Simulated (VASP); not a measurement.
The system is Al3Si2F.

```
CELL_PARAMETERS angstrom
-2.54239 2.54239 3.44426
2.54239 -2.54239 3.44426
2.54239 2.54239 -3.44426
ATOMIC_POSITIONS crystal
Al 0.30487 0.30487 0.00000
Al 0.69513 0.69513 0.00000
Al 0.00000 0.00000 0.00000
Si 0.50000 0.00000 0.50000
Si 0.00000 0.50000 0.50000
F 0.50000 0.50000 0.00000
```

The cell was built by a generator and needn't be a form met in nature.

- Program: VASP 6.6.1
- Task: relaxation of cell and atoms
- Functional: PBE
- Potentials or basis: VASP PAW PBE potentials, release 64 (Al, Si, F)
- Cutoff: 520 eV
- k mesh: 4 × 4 × 4
- Occupations: gaussian, width 0.15 eV
- Spin: no spin polarisation

At the start: pressure 62.4 GPa; volume 14.84 Å³/atom.

Q: How do energy, volume and symmetry change on relaxing?

A: Over 18 steps the energy falls by 1615.1 meV/atom and the volume is 19.11 Å³/atom (+28.7 %); space group I4/mmm (No. 139, to 0.05 Å).

Step by step:
| step | energy change (eV) | largest force (eV/Å) | pressure (GPa) | volume (Å³) |
| --- | --- | --- | --- | --- |
| 1 | 0.0000 | 20.0141 | 62.44 | 89.05 |
| 2 | 1.5366 | 8.7821 | -5.84 | 171.43 |
| 3 | -0.9713 | 8.6640 | -3.87 | 160.38 |
| 4 | -1.9651 | 8.5966 | -2.17 | 153.24 |
| 5 | -3.8704 | 9.1031 | 2.08 | 134.09 |
| 6 | -4.8716 | 10.9923 | 13.44 | 110.93 |
| 7 | -6.7006 | 0.3103 | -13.97 | 145.45 |
| 8 | -8.5469 | 1.6490 | -7.15 | 128.60 |
| 9 | -8.5730 | 1.8685 | -6.40 | 127.36 |
| 10 | -8.5781 | 2.1338 | -5.53 | 126.05 |
| 11 | -9.1052 | 1.9659 | -1.63 | 115.52 |
| 12 | -9.1233 | 1.2112 | 9.64 | 99.82 |
| 13 | -9.2582 | 1.6829 | 3.73 | 107.06 |
| 14 | -9.5189 | 0.5997 | 2.05 | 108.70 |
| 15 | -9.5657 | 0.0032 | 1.60 | 109.78 |
| 16 | -9.6599 | 0.0190 | 0.40 | 113.01 |
| 17 | -9.6864 | 0.0814 | -0.65 | 116.03 |
| 18 | -9.6909 | 0.0736 | 0.16 | 114.64 |

Final structure:
```
Al Si F
1.0
    -2.55449    2.55449    4.39191
     2.55449   -2.55449    4.39191
     2.55449    2.55449   -4.39191
Al Si F
3 2 1
Direct
  0.28827 0.28827 0.00000
  0.71173 0.71173 0.00000
  0.00000 0.00000 0.00000
  0.50000 0.00000 0.50000
  0.00000 0.50000 0.50000
  0.50000 0.50000 0.00000
```

Caveat: the k mesh is coarse (spacing up to 0.44 Å⁻¹), so the values aren't converged; the volume moved by over 15 % at a fixed basis, so the end points are rough.
